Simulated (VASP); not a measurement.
# MoS2 with PBEsol: from relaxation to properties, part 3 of 5

What structure does MoS2 take at this level, and what are its properties? The start is a cell from a database of measured crystal structures.

VASP 6.6.1; PBEsol; plane waves and PAW (Mo_sv, S).

So far, gap on the k-mesh (eV): step 2 (full relaxation (PBEsol)) 1.08. The relaxed cell has a = 3.142, c = 18.576 Å (conventional setting).

## Step 4: Band structure (PBEsol)

Levels along the symmetry lines show where the bands peak and cross; KPOINTS_OPT computes them in the converged potential.

The input, INCAR:

```
SYSTEM = MoS2
PREC = Accurate
ENCUT = 400
EDIFF = 1E-06
NELM = 100
ISMEAR = 0
SIGMA = 0.05
LREAL = .FALSE.
ALGO = Normal
GGA = PS
NBANDS = 26
LASPH = .TRUE.
LORBIT = 11
LWAVE = .FALSE.
LCHARG = .FALSE.
KPAR = 2
```

The input, POSCAR:

```
MoS2
1.0
    1.5710333670      2.7211096120      0.0000000000
   -1.5710333670      2.7211096120      0.0000000000
    0.0000000000     -1.8140730746      6.1919625447
Mo S
1 2
Direct
    0.0000989742      0.0000989742      0.0002969225
    0.2495816124      0.2495816124      0.7487448373
    0.4173194134      0.4173194134      0.2519582402
```

The input, KPOINTS:

```
Automatic mesh
0
Gamma
7 7 7
0 0 0
```

The input, KPOINTS_OPT:

```
Line mode
16
Line-mode
Reciprocal
  0.00000000   0.00000000   0.00000000 GAMMA
  0.00000000   0.50000000   0.00000000 L

  0.00000000   0.50000000   0.00000000 L
 -0.36194424   0.31902788   0.18097212 B1

 -0.31902788   0.31902788   0.50000000 B
  0.00000000   0.00000000   0.50000000 Z

  0.00000000   0.00000000   0.50000000 Z
  0.00000000   0.00000000   0.00000000 GAMMA

  0.00000000   0.00000000   0.00000000 GAMMA
 -0.34048606   0.34048606   0.00000000 X

 -0.34048606   0.31902788   0.34048606 Q
 -0.50000000   0.00000000   0.50000000 F

 -0.50000000   0.00000000   0.50000000 F
 -0.47854182   0.00000000   0.65951394 P1

 -0.47854182   0.00000000   0.65951394 P1
  0.00000000   0.00000000   0.50000000 Z

  0.00000000   0.50000000   0.00000000 L
  0.00000000   0.47854182   0.34048606 P
```

Potentials, in the order of the species: Mo_sv and S (PBE family, release 64).

Launch:

```
mpirun -np 2 vasp_std
```

Output:

```text
[banner, memory and clock lines left out]
running    2 mpi-ranks, on    1 nodes
 distrk:  each k-point on    1 cores,    2 groups
 distr:  one band on    1 cores,    1 groups

 POSCAR found type information on POSCAR MoS
 POSCAR found :  2 types and       3 ions
 [... a notice as in an earlier step ...]

 LDA part: xc-table for (Slater+PW92), standard interpolation
 POSCAR, INCAR and KPOINTS ok, starting setup
 FFT: planning ... GRIDC
 FFT: planning ... GRID_SOFT
 FFT: planning ... GRID
 WAVECAR not read
 entering main loop
       N       E                     dE             d eps       ncg     rms          rms(c)
DAV:   1     0.143830743833E+03    0.14383E+03   -0.11261E+04  2320   0.774E+02
DAV:   2    -0.198686364227E+02   -0.16370E+03   -0.15802E+03  2770   0.236E+02
DAV:   3    -0.248470406584E+02   -0.49784E+01   -0.49447E+01  2764   0.387E+01
DAV:   4    -0.248879765869E+02   -0.40936E-01   -0.40918E-01  2844   0.386E+00
DAV:   5    -0.248885052214E+02   -0.52863E-03   -0.52860E-03  2826   0.430E-01    0.260E+01
DAV:   6    -0.238060427978E+02    0.10825E+01   -0.72607E+00  2396   0.146E+01    0.885E+00
DAV:   7    -0.235709561894E+02    0.23509E+00   -0.28329E+00  2322   0.828E+00    0.621E+00
DAV:   8    -0.234499648863E+02    0.12099E+00   -0.49521E-01  2512   0.356E+00    0.151E+00
DAV:   9    -0.234484200363E+02    0.15449E-02   -0.16747E-02  2810   0.676E-01    0.558E-01
DAV:  10    -0.234479878796E+02    0.43216E-03   -0.15463E-03  2652   0.258E-01    0.158E-01
DAV:  11    -0.234480330193E+02   -0.45140E-04   -0.25198E-04  2672   0.783E-02    0.682E-02
DAV:  12    -0.234480169170E+02    0.16102E-04   -0.42306E-05  2500   0.317E-02    0.315E-02
DAV:  13    -0.234480228422E+02   -0.59252E-05   -0.65006E-06  2470   0.126E-02    0.720E-03
DAV:  14    -0.234480228774E+02   -0.35164E-07   -0.61234E-07  2140   0.401E-03
   1 F= -.23448023E+02 E0= -.23448023E+02  d E =-.611112E-14
 Start KPOINTS_OPT (optional k-point list driver)
k-point batch [1-44\144]
       N       E                     dE             ncg
DAV:   1    -0.345146880404E+04   -0.33683E+05     2376
DAV:   2    -0.104938903523E+05   -0.70424E+04     2772
DAV:   3    -0.107044553176E+05   -0.21056E+03     2750
DAV:   4    -0.107061899224E+05   -0.17346E+01     2804
DAV:   5    -0.107062117118E+05   -0.21789E-01     2794
DAV:   6    -0.107062120959E+05   -0.38414E-03     2834
DAV:   7    -0.107062121041E+05   -0.81274E-05     2714
DAV:   8    -0.107062121042E+05   -0.17358E-06     2088
[...]
k-point batch [133-144\144]
       N       E                     dE             ncg
DAV:   1     0.212621449030E+05   -0.11611E+05      640
DAV:   2     0.193546675085E+05   -0.19075E+04      798
DAV:   3     0.192971103305E+05   -0.57557E+02      734
DAV:   4     0.192966740143E+05   -0.43632E+00      798
DAV:   5     0.192966688174E+05   -0.51969E-02      754
DAV:   6     0.192966687322E+05   -0.85248E-04      790
DAV:   7     0.192966687305E+05   -0.16812E-05      718
DAV:   8     0.192966687304E+05   -0.41156E-07      614
```

Elapsed: 19 s, on 2 MPI ranks of Intel Xeon 6975P-C (Granite Rapids), shared host; peak memory 0.34 GiB; 37 s of CPU time.

OUTCAR, selected parts (step 4):

```text
The static configuration has the point symmetry C_3v.

 Found     44 irreducible k-points:

   k-points           NKPTS =     44   k-points in BZ     NKDIM =     44   number of bands    NBANDS=     26

   NELECT =      26.0000    total number of electrons

 E-fermi :   7.7597

 k-point     1 :       0.0000    0.0000    0.0000
  band No.  band energies     occupation
    ...
      9       4.2536      2.00000
     10       5.3894      2.00000
     11       5.3894      2.00000
     12       6.2717      2.00000
     13       6.3124      2.00000
     14       9.7053      0.00000
     15       9.7053      0.00000
     16      10.0922      0.00000
     17      10.0922      0.00000
     18      13.1555      0.00000
    ...

 k-point     2 :       0.1429   -0.0000   -0.0000
  band No.  band energies     occupation
    ...
      9       4.4194      2.00000
     10       4.5830      2.00000
     11       4.9323      2.00000
     12       6.2409      2.00000
     13       6.5201      2.00000
     14       9.2281      0.00000
     15       9.6716      0.00000
     16       9.7792      0.00000
     17      10.1801      0.00000
     18      14.4094      0.00000
    ...

  Total       -0.0187276     -0.0187276      0.0029011      0.0000000      0.0000000      0.0000000
  in kB       -0.5667638     -0.5667638      0.0877993      0.0000000      0.0000000      0.0000000
  external PRESSURE =      -0.3485761 kB  Pullay stress =       0.0000000 kB

 POSITION                                       TOTAL-FORCE (eV/Angst)
 -----------------------------------------------------------------------------------
      0.00000      0.00000      0.00184         0.000000     -0.000000     -0.000524
      0.00000     -0.00000      4.63620         0.000000      0.000000      0.000383
      0.00000      1.81407      1.56012         0.000000      0.000000      0.000141
 -----------------------------------------------------------------------------------
    total drift:                               -0.000000      0.000005      0.000085

  FREE ENERGIE OF THE ION-ELECTRON SYSTEM (eV)
  ---------------------------------------------------
  free  energy   TOTEN  =       -23.4480228774 eV

  energy  without entropy=      -23.4480228774  energy(sigma->0) =      -23.44802288

 total charge
# of ion       s       p       d       tot
------------------------------------------
    1        2.300   6.232   3.994  12.525
    2        1.358   2.325   0.000   3.683
    3        1.359   2.324   0.000   3.683
--------------------------------------------------
tot          5.017  10.881   3.994  19.892

[... 7 parts as in an earlier step ...]

[... 5 further parts left out ...]
```

Spin-orbit coupling is off here; it would split degenerate levels. The cell is typed on its shortest vectors, so the axes of tensors and the coordinates of k-points follow the printed cell and not the standard setting.

This step gave:

- bands: 26
- Fermi energy: 7.760 eV
- pressure: -0.03486 GPa
- least gap on mesh and path: 0.9249 eV
- least direct gap on mesh and path: 1.804 eV
- valence top at k: 0, 0, 0.5
- conduction bottom at k: -0.1816, 0.1816, 0
- least direct gap at k: -0.3378, 0.3311, 0.1689

The electronic bands at the labelled points (eV, zero at the valence-band top; v1 is the highest filled band, c1 the lowest empty one):

| point | v4 | v3 | v2 | v1 | c1 | c2 | c3 | c4 |
| --- | --- | --- | --- | --- | --- | --- | --- | --- |
| Γ | -2.15 | -2.15 | -1.27 | -1.23 | 2.17 | 2.17 | 2.55 | 2.55 |
| 0.53 of the way | -3.28 | -2.29 | -1.73 | -1.58 | 1.27 | 1.84 | 2.80 | 3.23 |
| L | -3.91 | -2.35 | -1.48 | -1.44 | 1.76 | 2.14 | 3.55 | 3.59 |
| 0.53 of the way | -3.76 | -3.22 | -2.57 | -0.97 | 1.49 | 2.42 | 2.68 | 4.16 |
| B1 | -4.31 | -3.75 | -2.80 | -0.68 | 1.17 | 2.30 | 3.11 | 4.39 |
| jump to B | -4.31 | -3.75 | -2.80 | -0.68 | 1.17 | 2.30 | 3.11 | 4.39 |
| 0.47 of the way | -4.13 | -2.70 | -1.88 | -1.50 | 1.56 | 1.96 | 2.25 | 3.74 |
| Z | -3.30 | -2.12 | -2.12 | 0.00 | 2.26 | 2.26 | 2.43 | 2.43 |
| 0.53 of the way | -2.55 | -2.14 | -2.14 | -0.34 | 2.20 | 2.20 | 2.50 | 2.50 |
| Γ | -2.15 | -2.15 | -1.27 | -1.23 | 2.17 | 2.17 | 2.55 | 2.55 |
| 0.47 of the way | -3.65 | -2.58 | -1.49 | -1.41 | 0.97 | 1.88 | 2.32 | 3.68 |
| X | -4.32 | -3.67 | -2.85 | -0.67 | 1.14 | 2.30 | 3.09 | 4.41 |
| jump to Q | -4.32 | -3.67 | -2.85 | -0.67 | 1.14 | 2.30 | 3.09 | 4.41 |
| 0.47 of the way | -3.99 | -3.27 | -2.73 | -0.92 | 1.63 | 2.59 | 3.01 | 3.76 |
| F | -3.84 | -2.91 | -1.66 | -1.26 | 1.72 | 2.29 | 3.07 | 4.01 |
| 0.53 of the way | -3.85 | -2.88 | -1.65 | -1.26 | 1.72 | 2.30 | 3.08 | 3.97 |
| P1 | -3.85 | -2.79 | -1.62 | -1.28 | 1.72 | 2.31 | 3.13 | 3.90 |
| 0.47 of the way | -3.18 | -2.40 | -2.38 | -1.40 | 1.73 | 2.10 | 2.24 | 3.38 |
| Z | -3.30 | -2.12 | -2.12 | 0.00 | 2.26 | 2.26 | 2.43 | 2.43 |
| jump to L | -3.91 | -2.35 | -1.48 | -1.44 | 1.76 | 2.14 | 3.55 | 3.59 |
| 0.53 of the way | -3.89 | -2.53 | -1.53 | -1.36 | 1.74 | 2.22 | 3.38 | 3.70 |
| P | -3.85 | -2.79 | -1.62 | -1.28 | 1.72 | 2.31 | 3.13 | 3.90 |

Of the projections kept (Mo, S), the largest for each band there; the rest of the weight can lie on other orbitals:

| point | v4 | v3 | v2 | v1 | c1 | c2 | c3 | c4 |
| --- | --- | --- | --- | --- | --- | --- | --- | --- |
| Γ | Mo 0.62 | Mo 0.62 | S 0.87 | Mo 0.79 | S 0.51 | S 0.51 | S 0.62 | S 0.62 |
| L | Mo 0.57 | S 0.72 | S 0.83 | Mo 0.71 | Mo 0.96 | Mo 0.91 | Mo 0.63 | Mo 0.61 |
| B1 | S 0.64 | S 0.78 | S 0.67 | Mo 0.83 | Mo 0.92 | Mo 0.79 | Mo 0.78 | Mo 0.71 |
| B | S 0.64 | S 0.78 | S 0.67 | Mo 0.83 | Mo 0.92 | Mo 0.79 | Mo 0.78 | Mo 0.71 |
| Z | Mo 0.72 | Mo 0.63 | Mo 0.63 | Mo 0.70 | S 0.53 | S 0.53 | S 0.61 | S 0.61 |
| Γ | Mo 0.62 | Mo 0.62 | S 0.87 | Mo 0.79 | S 0.51 | S 0.51 | S 0.62 | S 0.62 |

The path lowers the gap by 0.16 eV against the mesh alone, so a band edge lies off the mesh.

## Step 5: Total and projected DOS (PBEsol)

Here the states are counted by energy and projected on the atoms. The mesh is finer than in the run before.

INCAR, as its differences from that of step 4:

```diff
@@ -5,3 +5,3 @@
 NELM = 100
-ISMEAR = 0
+ISMEAR = -5
 SIGMA = 0.05
@@ -16 +16,2 @@
 KPAR = 2
+NEDOS = 2001
```

POSCAR is that of step 4.

The input, KPOINTS:

```
Automatic mesh
0
Gamma
11 11 11
0 0 0
```

Launch:

```
mpirun -np 2 vasp_std
```

Output:

```text
[... set-up lines as in an earlier step ...]
 entering main loop
       N       E                     dE             d eps       ncg     rms          rms(c)
DAV:   1     0.146609039073E+03    0.14661E+03   -0.11235E+04  7704   0.776E+02
DAV:   2    -0.196089318584E+02   -0.16622E+03   -0.16058E+03  9238   0.236E+02
DAV:   3    -0.248430857341E+02   -0.52342E+01   -0.51968E+01  9372   0.395E+01
DAV:   4    -0.248871690497E+02   -0.44083E-01   -0.44063E-01  9198   0.398E+00
DAV:   5    -0.248877342501E+02   -0.56520E-03   -0.56516E-03  9302   0.443E-01    0.260E+01
DAV:   6    -0.238063460213E+02    0.10814E+01   -0.72708E+00  7968   0.146E+01    0.884E+00
DAV:   7    -0.235708529438E+02    0.23549E+00   -0.28369E+00  7730   0.830E+00    0.622E+00
DAV:   8    -0.234494864374E+02    0.12137E+00   -0.49761E-01  8354   0.357E+00    0.151E+00
DAV:   9    -0.234479534903E+02    0.15329E-02   -0.16808E-02  9388   0.676E-01    0.557E-01
DAV:  10    -0.234475176337E+02    0.43586E-03   -0.15571E-03  8744   0.259E-01    0.159E-01
DAV:  11    -0.234475621250E+02   -0.44491E-04   -0.25375E-04  8836   0.785E-02    0.684E-02
DAV:  12    -0.234475457760E+02    0.16349E-04   -0.43344E-05  8318   0.320E-02    0.316E-02
DAV:  13    -0.234475517520E+02   -0.59760E-05   -0.65134E-06  8198   0.126E-02    0.688E-03
DAV:  14    -0.234475517879E+02   -0.35927E-07   -0.62012E-07  7062   0.403E-03
   1 F= -.23447552E+02 E0= -.23447552E+02  d E =0.000000E+00
```

Wall time 23 s (2 MPI ranks); peak memory 0.44 GiB; 44 s of CPU time.

OUTCAR, selected parts (step 5):

```text
   k-points           NKPTS =    146   k-points in BZ     NKDIM =    146   number of bands    NBANDS=     26

   NELECT =      26.0000    total number of electrons

 E-fermi :   7.5403

 k-point     1 :       0.0000    0.0000    0.0000
  band No.  band energies     occupation
    ...
      9       4.2541      2.00000
     10       5.3895      2.00000
     11       5.3895      2.00000
     12       6.2717      2.00000
     13       6.3124      2.00000
     14       9.7054      0.00000
     15       9.7054      0.00000
     16      10.0924      0.00000
     17      10.0924      0.00000
     18      13.1556      0.00000
    ...

  Total       -0.0189694     -0.0189694      0.0074700      0.0000000      0.0000000     -0.0000000
  in kB       -0.5740814     -0.5740814      0.2260706      0.0000000      0.0000000     -0.0000000
  external PRESSURE =      -0.3073641 kB  Pullay stress =       0.0000000 kB

 POSITION                                       TOTAL-FORCE (eV/Angst)
 -----------------------------------------------------------------------------------
      0.00000      0.00000      0.00184         0.000000     -0.000000     -0.000767
      0.00000     -0.00000      4.63620         0.000000      0.000000      0.000262
      0.00000      1.81407      1.56012         0.000000      0.000000      0.000506
 -----------------------------------------------------------------------------------
    total drift:                               -0.000000      0.000005      0.000087

  FREE ENERGIE OF THE ION-ELECTRON SYSTEM (eV)
  ---------------------------------------------------
  free  energy   TOTEN  =       -23.4475517879 eV

  energy  without entropy=      -23.4475517879  energy(sigma->0) =      -23.44755179

[... 7 parts as in an earlier step ...]

[... 9 further parts left out ...]
```

Numbers from this step:

```yaml
irreducible_k_points: 146
fermi_energy: 7.540 eV
pressure: -0.03074 GPa
valence_top_at_k: 0, 0, 0.4545
conduction_bottom_at_k: -0.1818, 0.1818, 0
least_direct_gap_at_k: -0.3636, 0.3636, 0
gap_on_the_k_mesh: 0.9346 eV
least_direct_gap_on_the_k_mesh: 1.978 eV
```

The density of states has structure finer than the step of the table below, so its rows give means over 1 eV, whole bins alone (the curve runs from -12.0 to 8.84 eV). Peaks (eV: height): total -3.8: 5.61, 1.7: 4.87, 1.9: 4.43, 2.2: 5.72; Mo d -3.8: 1.80, -1.4: 1.92, 1.7: 3.37, 2.3: 3.20; S p -6.2: 1.30, -4.5: 1.40, -3.8: 1.96, -2.6: 1.56; S s -4.5: 0.187, 2.0: 0.0663, 2.3: 0.0772, 7.6: 0.0962; Mo p -4.6: 0.0868, -2.6: 0.0944, -2.0: 0.0951, 8.0: 0.112.

States under -12.0 eV and over 8.8 eV are left out. Table of density of states by energy, zero at the valence-band top; means over each step; values in states/eV/cell:

| energy (eV) | total | Mo d | S p | S s | Mo p | Mo s |
| --- | --- | --- | --- | --- | --- | --- |
| -8 | 0 | 0 | 0 | 0 | 0 | 0 |
| -7 | 0.187 | 0.0250 | 0.0561 | 0.00275 | 0.00202 | 0.0146 |
| -6 | 2.58 | 0.536 | 0.804 | 0.0276 | 0.0386 | 0.0863 |
| -5 | 1.92 | 0.399 | 0.620 | 0.0617 | 0.0367 | 0.0547 |
| -4 | 2.79 | 0.781 | 0.936 | 0.0531 | 0.0431 | 0.0466 |
| -3 | 2.28 | 0.663 | 0.816 | 0.0245 | 0.0466 | 0.0105 |
| -2 | 2.39 | 0.504 | 0.973 | 0.0309 | 0.0705 | 0.00769 |
| -1 | 1.81 | 0.884 | 0.389 | 0.0189 | 0.0272 | 0.0121 |
| 0 | 0.0619 | 0.0311 | 0.0144 | 0.00161 | 1.7e-4 | 0.00137 |
| 1 | 0.700 | 0.414 | 0.0934 | 0.0102 | 0.00358 | 0.00670 |
| 2 | 3.97 | 2.32 | 0.699 | 0.0473 | 0.0228 | 0.0234 |
| 3 | 1.87 | 0.889 | 0.413 | 0.0368 | 0.0108 | 0.00358 |
| 4 | 1.47 | 0.703 | 0.370 | 0.0413 | 0.00246 | 0.00283 |
| 5 | 0.0204 | 0.00211 | 8.1e-4 | 1.7e-4 | 5.7e-4 | 0.00424 |
| 6 | 0.680 | 0.0623 | 0.0352 | 0.0168 | 0.0285 | 0.107 |
| 7 | 1.14 | 0.0802 | 0.0757 | 0.0454 | 0.0428 | 0.128 |
| 8 | 2.12 | 0.137 | 0.147 | 0.0737 | 0.0839 | 0.136 |

The gap on this mesh is 0.93 eV. In the top eV of the valence band the largest shares in the PAW spheres are Mo d 52 % and S p 21 %; in the lowest eV of the conduction band, Mo d 61 % and S p 15 %. The rest lies in smaller channels or between the spheres.

(Part 3 of 5 ends here.)

[Lines on the potential files, build, host, timing and source positions are cut from VASP's logs without a mark.]

[Logs are printed without paths, hosts, clocks, repeated set-up lines and the standing remarks that a program may print on its own settings, such as how far it seeks lower states.]

[Hosts, paths, dates, database ids (printed as entryN), source tags and the programs' standing remarks are cut or masked in the printed files.]

[A measured line is paired with the nearest computed mode of its activity, which favours agreement.]
